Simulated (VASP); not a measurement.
Output of a VASP run:

File OSZICAR:
```
       N       E                     dE             d eps       ncg     rms          rms(c)
DAV:   1     0.171436086690E+02    0.17144E+02   -0.34593E+03   812   0.675E+02
DAV:   2    -0.104189850889E+01   -0.18186E+02   -0.18185E+02   826   0.132E+02
DAV:   3    -0.139667686470E+01   -0.35478E+00   -0.35478E+00  1036   0.260E+01
DAV:   4    -0.139955669838E+01   -0.28798E-02   -0.28798E-02   952   0.200E+00
DAV:   5    -0.139959173535E+01   -0.35037E-04   -0.35037E-04  1078   0.188E-01    0.227E-01
DAV:   6    -0.139821488868E+01    0.13768E-02   -0.30703E-03   868   0.107E+00    0.141E-01
DAV:   7    -0.139794506967E+01    0.26982E-03   -0.28857E-03   791   0.922E-01    0.457E-02
DAV:   8    -0.139789078246E+01    0.54287E-04   -0.21211E-04   861   0.348E-01    0.260E-03
DAV:   9    -0.139789101545E+01   -0.23299E-06   -0.77467E-07   574   0.140E-02
   1 F= -.13978910E+01 E0= -.13977825E+01  d E =-.139789E+01
       N       E                     dE             d eps       ncg     rms          rms(c)
DAV:   1    -0.142168548931E+01   -0.23795E-01   -0.66373E-01   784   0.180E+01    0.997E-01
DAV:   2    -0.140636719440E+01    0.15318E-01   -0.18912E-02   784   0.296E+00    0.501E-01
DAV:   3    -0.140141223265E+01    0.49550E-02   -0.88568E-03   798   0.195E+00    0.520E-02
DAV:   4    -0.140106844126E+01    0.34379E-03   -0.29100E-04   784   0.401E-01    0.347E-03
DAV:   5    -0.140106534905E+01    0.30922E-05   -0.19931E-06   602   0.328E-02    0.151E-03
DAV:   6    -0.140106478288E+01    0.56617E-06   -0.45808E-07   399   0.155E-02
   2 F= -.14010648E+01 E0= -.14009517E+01  d E =-.317377E-02
       N       E                     dE             d eps       ncg     rms          rms(c)
DAV:   1    -0.159870961304E+01   -0.19764E+00   -0.59516E+00   784   0.522E+01    0.308E+00
DAV:   2    -0.145373299566E+01    0.14498E+00   -0.18972E-01   784   0.944E+00    0.154E+00
DAV:   3    -0.140815321344E+01    0.45580E-01   -0.78971E-02   784   0.586E+00    0.179E-01
DAV:   4    -0.140492614461E+01    0.32271E-02   -0.21079E-03   812   0.109E+00    0.106E-02
DAV:   5    -0.140487769703E+01    0.48448E-04   -0.85078E-05   833   0.215E-01    0.479E-03
DAV:   6    -0.140487556169E+01    0.21353E-05   -0.94031E-07   469   0.156E-02    0.295E-04
DAV:   7    -0.140487557642E+01   -0.14724E-07   -0.12292E-07   413   0.653E-03
   3 F= -.14048756E+01 E0= -.14047505E+01  d E =-.698456E-02
       N       E                     dE             d eps       ncg     rms          rms(c)
DAV:   1    -0.140635260458E+01   -0.14770E-02   -0.47499E-02   784   0.494E+00    0.261E-01
DAV:   2    -0.140529147907E+01    0.10611E-02   -0.12656E-03   784   0.770E-01    0.132E-01
DAV:   3    -0.140494691836E+01    0.34456E-03   -0.62952E-04   784   0.522E-01    0.128E-02
DAV:   4    -0.140492458297E+01    0.22335E-04   -0.23527E-05   798   0.114E-01    0.106E-03
DAV:   5    -0.140492446511E+01    0.11787E-06   -0.49885E-08   399   0.394E-03
   4 F= -.14049245E+01 E0= -.14048003E+01  d E =-.703345E-02
```

File OUTCAR:
```
------------------------ aborting loop because EDIFF is reached ----------------------------------------
  FORCE on cell =-STRESS in cart. coord.  units (eV):
  Direction    XX          YY          ZZ          XY          YZ          ZX
  --------------------------------------------------------------------------------------
  Total       -0.0057771     -0.0057771     -0.0057771      0.0000000     -0.0000000     -0.0000000
  in kB       -0.2611975     -0.2611975     -0.2611975      0.0000000     -0.0000000     -0.0000000
  external PRESSURE =      -0.2611975 kB  Pullay stress =       0.0000000 kB
  volume of cell :       35.44
      direct lattice vectors                 reciprocal lattice vectors
    -2.069180285  2.069180285  2.069180285     0.000000000  0.241641583  0.241641583
     2.069180285 -2.069180285  2.069180285     0.241641583  0.000000000  0.241641583
     2.069180285  2.069180285 -2.069180285     0.241641583  0.241641583  0.000000000
 POSITION                                       TOTAL-FORCE (eV/Angst)
 -----------------------------------------------------------------------------------
      0.00000     -0.00000      0.00000        -0.000000     -0.000000      0.000000
 -----------------------------------------------------------------------------------
    total drift:                               -0.000000      0.000000     -0.000000
  FREE ENERGIE OF THE ION-ELECTRON SYSTEM (eV)
  ---------------------------------------------------
  free  energy   TOTEN  =        -1.4049244651 eV

  energy  without entropy=       -1.4045519396  energy(sigma->0) =       -1.40480029

 reached required accuracy - stopping structural energy minimisation
```
(Selected blocks of OUTCAR.)

**POSCAR**
```
Na
1
   -2.1300000000     2.1300000000     2.1300000000
    2.1300000000    -2.1300000000     2.1300000000
    2.1300000000     2.1300000000    -2.1300000000
Na
1
Direct
  0.0000000000   0.0000000000   0.0000000000
```

Q: Reconstruct the remaining input files.

A: One answer among several that fit: the input of the run itself, PBEsol GGA, plane waves, VASP's PBE PAW potentials (set 64).

INCAR:
```
! general
SYSTEM  =  Na
PREC    =  Accurate
ENCUT   =  400
LREAL   =  .FALSE.
LASPH   =  .TRUE.

! electronic loop
EDIFF   =  1E-6
NELM    =  100
ALGO    =  Normal

! smearing
ISMEAR  =  1
SIGMA   =  0.1

! functional
GGA     =  PS

! ions
IBRION  =  2
NSW     =  60
ISIF    =  3
EDIFFG  =  -0.01

! output
LWAVE   =  .FALSE.
LCHARG  =  .FALSE.
```

**KPOINTS**
```
Regular mesh
0
gamma
11 11 11
0 0 0
```

POTCAR, in this order: Na_pv (PBE.64 set). Program: vasp_std.

Energy and stress use the plane-wave basis of the starting cell.

The compound is Na in the bcc structure. This run relaxes it. Symmetry was kept, so distortions that lower it aren't found.
